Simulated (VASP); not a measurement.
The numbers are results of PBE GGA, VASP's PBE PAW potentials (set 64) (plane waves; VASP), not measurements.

VASP input:

**INCAR**
```
# general
SYSTEM  = SnSe2
PREC    = Accurate
ENCUT   = 800
LREAL   = F
LASPH   = T

# electronic loop
EDIFF   = 1E-6
NELM    = 100
ALGO    = Normal
LMAXMIX = 4

# smearing
ISMEAR  = 0
SIGMA   = 0.05

# functional
GGA     = PE

# ions
ISIF    = 2

# output
LWAVE   = F
LCHARG  = F
```

File KPOINTS:
```
Automatic mesh
0
Gamma
6 6 3
0 0 0
```

**POSCAR**
```
SnSe2
12.52560
  0.1551302932  -0.2686935556   0.0000000000
  0.1551302932   0.2686935556   0.0000000000
  0.0000000000   0.0000000000   0.5000000000
Sn Se
1 2
direct
  0.0000000000   0.0000000000   0.0000000000
  0.3333330000   0.6666670000   0.2500000000
  0.6666670000   0.3333330000   0.7500000000
```

POTCAR, in this order: Sn_d Se (PBE.64 set). Program: vasp_std.

Predict the energy per atom (σ→0), pressure, largest force.

```
Item                           Result
---------------------  --------------
energy per atom (σ→0)  -3.945 eV/atom
pressure                     1.16 GPa
largest force              0.160 eV/Å
```

**OSZICAR**
```
...
DAV:   6    -0.118491117509E+02    0.25794E+00   -0.65659E-01   843   0.877E+00    0.311E+00
DAV:   7    -0.118341793897E+02    0.14932E-01   -0.15729E-01   726   0.275E+00    0.101E+00
DAV:   8    -0.118342773286E+02   -0.97939E-04   -0.12522E-02   692   0.115E+00    0.274E-01
DAV:   9    -0.118348580856E+02   -0.58076E-03   -0.14801E-03   652   0.331E-01    0.812E-02
DAV:  10    -0.118348753425E+02   -0.17257E-04   -0.13110E-04   861   0.908E-02    0.325E-02
DAV:  11    -0.118349113650E+02   -0.36022E-04   -0.56329E-05   614   0.485E-02    0.101E-02
DAV:  12    -0.118349116415E+02   -0.27654E-06   -0.26586E-06   657   0.147E-02
   1 F= -.11834912E+02 E0= -.11834912E+02  d E =-.142593E-14
```

The compound is SnSe2 in the 1T layered structure. The cell was not relaxed at this level. The run is one of a series of settings (ENCUT = 800 against the base run), some of them coarse on purpose.
